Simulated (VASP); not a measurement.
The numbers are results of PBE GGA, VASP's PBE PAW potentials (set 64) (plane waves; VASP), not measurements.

A VASP calculation is set up with these files.

**KPOINTS**
```
Automatic mesh
0
Monkhorst-Pack
5 5 2
0 0 0
```

**POSCAR**
```
MgI2
1
    2.1160970000    -3.6825960000     0.0000000000
    2.1160970000     3.6825960000     0.0000000000
    0.0000000000     0.0000000000     6.7694490000
Mg I
1 2
Direct
  0.0000000000   0.0000000000   0.0000000000
  0.3333330000   0.6666670000   0.2420000000
  0.6824250000   0.3490910000   0.7580000000
```

INCAR:
```
SYSTEM=MgI2
PREC=Accurate; ENCUT=400; LREAL=F
LASPH=T
EDIFF=1E-6; NELM=100; ALGO=Normal
LMAXMIX=4
ISMEAR=0; SIGMA=0.05
GGA=PE
ISIF=2
LWAVE=F; LCHARG=F
```

POTCAR, in this order: Mg I (PBE.64 set). Program: vasp_std.

Output

### OSZICAR
```
       N       E                     dE             d eps       ncg     rms          rms(c)
DAV:   1     0.719371416770E+02    0.71937E+02   -0.51089E+03   600   0.845E+02
DAV:   2    -0.244741038688E+01   -0.74385E+02   -0.69563E+02   872   0.142E+02
DAV:   3    -0.775951823782E+01   -0.53121E+01   -0.52960E+01   748   0.451E+01
DAV:   4    -0.786118186619E+01   -0.10166E+00   -0.10165E+00   828   0.775E+00
DAV:   5    -0.786243099179E+01   -0.12491E-02   -0.12491E-02   732   0.862E-01    0.384E+00
DAV:   6    -0.772074193483E+01    0.14169E+00   -0.16545E-01   660   0.222E+00    0.267E+00
DAV:   7    -0.769305385858E+01    0.27688E-01   -0.14900E-01   676   0.216E+00    0.784E-01
DAV:   8    -0.769157160957E+01    0.14822E-02   -0.99979E-03   736   0.613E-01    0.230E-01
DAV:   9    -0.769172621770E+01   -0.15461E-03   -0.98922E-04   752   0.230E-01    0.847E-02
DAV:  10    -0.769171563426E+01    0.10583E-04   -0.27823E-05   752   0.444E-02    0.430E-02
DAV:  11    -0.769172289960E+01   -0.72653E-05   -0.18811E-05   704   0.330E-02    0.256E-02
DAV:  12    -0.769172370955E+01   -0.80995E-06   -0.93203E-07   572   0.736E-03
   1 F= -.76917237E+01 E0= -.76917237E+01  d E =-.536447E-14
```

OUTCAR:
```
------------------------ aborting loop because EDIFF is reached ----------------------------------------
  FORCE on cell =-STRESS in cart. coord.  units (eV):
  Direction    XX          YY          ZZ          XY          YZ          ZX
  --------------------------------------------------------------------------------------
  Total        0.0155110     -0.0814630      0.7905042     -0.0047585      0.0108126      0.1714291
  in kB        0.2355474     -1.2370803     12.0044374     -0.0722624      0.1641985      2.6032874
  external PRESSURE =       3.6676348 kB  Pullay stress =       0.0000000 kB
  volume of cell :      105.50
      direct lattice vectors                 reciprocal lattice vectors
     2.116097000 -3.682596000  0.000000000     0.236284064 -0.135773786  0.000000000
     2.116097000  3.682596000  0.000000000     0.236284064  0.135773786  0.000000000
     0.000000000  0.000000000  6.769449000     0.000000000  0.000000000  0.147722510
 POSITION                                       TOTAL-FORCE (eV/Angst)
 -----------------------------------------------------------------------------------
      0.00000      0.00000      0.00000         0.073959      0.007675      0.009781
      2.11610      1.22753      1.63821         0.026683     -0.001733     -0.010644
      2.18279     -1.22753      5.13124        -0.100642     -0.005942      0.000863
 -----------------------------------------------------------------------------------
    total drift:                                0.000037      0.000002      0.000006
  FREE ENERGIE OF THE ION-ELECTRON SYSTEM (eV)
  ---------------------------------------------------
  free  energy   TOTEN  =        -7.6917237096 eV

  energy  without entropy=       -7.6917237096  energy(sigma->0) =       -7.69172371
```
(Selected blocks of OUTCAR.)

The compound is MgI2 in the 1T layered structure. The cell was not relaxed at this level, atoms are displaced from their ideal sites. The k-mesh is coarse (spacing up to 0.46 per Å, 2π included), so the numbers may not be converged in it. The run is one of a series of settings (KPOINTS 5×5×2 Monkhorst-Pack mesh against the base run), some of them coarse on purpose.
